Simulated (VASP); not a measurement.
Given:

```
CELL_PARAMETERS angstrom
      0.00000     3.01372     3.01372
      3.01372     0.00000     3.01372
      3.01372     3.01372     0.00000
ATOMIC_POSITIONS crystal
  W  0.00000 0.00000 0.00000
  S  0.25000 0.25000 0.25000
  S  0.75000 0.75000 0.75000
```

These are PBE GGA, VASP's PBE PAW potentials (set 64) (plane waves; VASP 6.6.1) values and carry that method's errors. Numerical set-up: 300 eV cut-off, 8×8×8 Γ-centred mesh, Gaussian smearing of 0.27 eV, potentials W_sv S.

At this cut-off the stress carries a Pulay error, which pulls relaxed volumes low. Unless said otherwise, spin-orbit coupling is left out, though it shifts the bands of the heavy elements here.

Q: Predict the energy per atom (σ→0), pressure, band gap (on the k-mesh) with the smallest direct gap where there is one.

A: 
- band gap (on the k-mesh) = none (metal, semimetal or under 0.01 eV)
- energy per atom (σ→0) = -6.987 eV/atom
- pressure = -9.75 GPa

Only differences to runs with the same potentials and settings are physical.

The structure was generated: WS2 was put into an ordered model structure, which need not be its known phase. The cell was not relaxed at this level.
